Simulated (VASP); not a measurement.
Output of a VASP run:

File OSZICAR:
```
       N       E                     dE             d eps       ncg     rms          rms(c)
DAV:   1     0.377505375199E+03    0.37751E+03   -0.19582E+04  3200   0.200E+03
DAV:   2    -0.273761694674E+02   -0.40488E+03   -0.39328E+03  3266   0.561E+02
DAV:   3    -0.676674490996E+02   -0.40291E+02   -0.39513E+02  4031   0.165E+02
DAV:   4    -0.689518542860E+02   -0.12844E+01   -0.12157E+01  3837   0.268E+01
DAV:   5    -0.689880821521E+02   -0.36228E-01   -0.36199E-01  4442   0.453E+00    0.383E+01
DAV:   6    -0.547810516854E+02    0.14207E+02   -0.12858E+02  3795   0.115E+02    0.172E+01
DAV:   7    -0.507504208769E+02    0.40306E+01   -0.41136E+01  4050   0.603E+01    0.947E+00
DAV:   8    -0.501805928997E+02    0.56983E+00   -0.34271E+00  3954   0.168E+01    0.185E+00
DAV:   9    -0.502508837610E+02   -0.70291E-01   -0.79426E-01  3722   0.594E+00    0.117E+00
DAV:  10    -0.504536129226E+02   -0.20273E+00   -0.12457E-01  3612   0.297E+00    0.598E-01
DAV:  11    -0.504484579582E+02    0.51550E-02   -0.30924E-02  4338   0.139E+00    0.349E-01
DAV:  12    -0.504629162966E+02   -0.14458E-01   -0.23056E-02  3462   0.108E+00    0.249E-01
DAV:  13    -0.504622431912E+02    0.67311E-03   -0.25117E-03  3964   0.406E-01    0.143E-01
DAV:  14    -0.504629985034E+02   -0.75531E-03   -0.26487E-03  3452   0.351E-01    0.647E-02
DAV:  15    -0.504631314940E+02   -0.13299E-03   -0.23200E-04  4621   0.135E-01    0.624E-02
DAV:  16    -0.504631429890E+02   -0.11495E-04   -0.11385E-05  4115   0.329E-02    0.508E-02
DAV:  17    -0.504633333283E+02   -0.19034E-03   -0.14353E-04  3462   0.786E-02    0.132E-02
DAV:  18    -0.504632606496E+02    0.72679E-04   -0.33499E-05  3816   0.479E-02    0.425E-03
DAV:  19    -0.504632809385E+02   -0.20289E-04   -0.12865E-06  2174   0.125E-02    0.210E-03
DAV:  20    -0.504632804747E+02    0.46384E-06   -0.38292E-07  1956   0.589E-03
   1 F= -.50463280E+02 E0= -.50463887E+02  d E =-.504633E+02
```

**OUTCAR**
```
------------------------ aborting loop because EDIFF is reached ----------------------------------------
  FORCE on cell =-STRESS in cart. coord.  units (eV):
  Direction    XX          YY          ZZ          XY          YZ          ZX
  --------------------------------------------------------------------------------------
  Total       -0.0057850     -0.0057850     -0.0119488      0.0000000     -0.0000000      0.0000000
  in kB       -0.2887311     -0.2887311     -0.5963719      0.0000000     -0.0000000      0.0000000
  external PRESSURE =      -0.3912781 kB  Pullay stress =       0.0000000 kB
  volume of cell :       32.10
      direct lattice vectors                 reciprocal lattice vectors
     2.695540154  0.000000000  0.000000000     0.370983158  0.214187228  0.000000000
    -1.347770077  2.334406238  0.000000000     0.000000000  0.428374455  0.000000000
     0.000000000  0.000000000  5.101472770     0.000000000  0.000000000  0.196021825
 POSITION                                       TOTAL-FORCE (eV/Angst)
 -----------------------------------------------------------------------------------
      0.00000      0.00000      0.00000         0.000000      0.000000     -0.000000
      0.00000      0.00000      2.55074         0.000000      0.000000     -0.000000
     -0.00000      1.55627      1.27537         0.000000      0.000000      0.000000
      1.34777      0.77813      3.82610        -0.000000     -0.000000      0.000000
 -----------------------------------------------------------------------------------
    total drift:                                0.000000      0.000000      0.000000
  FREE ENERGIE OF THE ION-ELECTRON SYSTEM (eV)
  ---------------------------------------------------
  free  energy   TOTEN  =       -50.4632804747 eV

  energy  without entropy=      -50.4651005456  energy(sigma->0) =      -50.46388716

 reached required accuracy - stopping structural energy minimisation
```
(Selected blocks of OUTCAR.)

POSCAR:
```
CrN
1
    2.6955401540     0.0000000000     0.0000000000
   -1.3477700770     2.3344062376     0.0000000000
   -0.0000000000    -0.0000000000     5.1014727696
Cr N
2 2
Direct
  0.0000000000   0.0000000000   0.0000000000
  0.0000000000   0.0000000000   0.5000000000
  0.3333330000   0.6666670000   0.2500000000
  0.6666670000   0.3333330000   0.7500000000
```

Q: Reconstruct the remaining input files.

A: Several could match; the one computed here: the input of the run itself, r2SCAN meta-GGA, plane waves, VASP's PBE PAW potentials (set 64).

KPOINTS:
```
K-points
0
Gamma
  12 12 6
0 0 0
```

INCAR:
```
SYSTEM = CrN
PREC = Accurate
ENCUT = 520
EDIFF = 1E-6
NELM = 100
ALGO = Normal
LREAL = .FALSE.
LASPH = .TRUE.
ISMEAR = 1
SIGMA = 0.1
METAGGA = R2SCAN
LMIXTAU = .TRUE.
LMAXMIX = 4
LWAVE = .FALSE.
LCHARG = .FALSE.
IBRION = 2
ISIF = 3
NSW = 60
EDIFFG = -0.02
```

POTCAR, in this order: Cr_pv N (PBE.64 set). Program: vasp_std.

The structure was generated: CrN was put into the NiAs type type (P6_3/mmc), which need not be its known phase. It was relaxed first, which changed the volume by -29 %. The start is the result of an earlier pass. The run is not spin-polarised, so no magnetic state was tried.
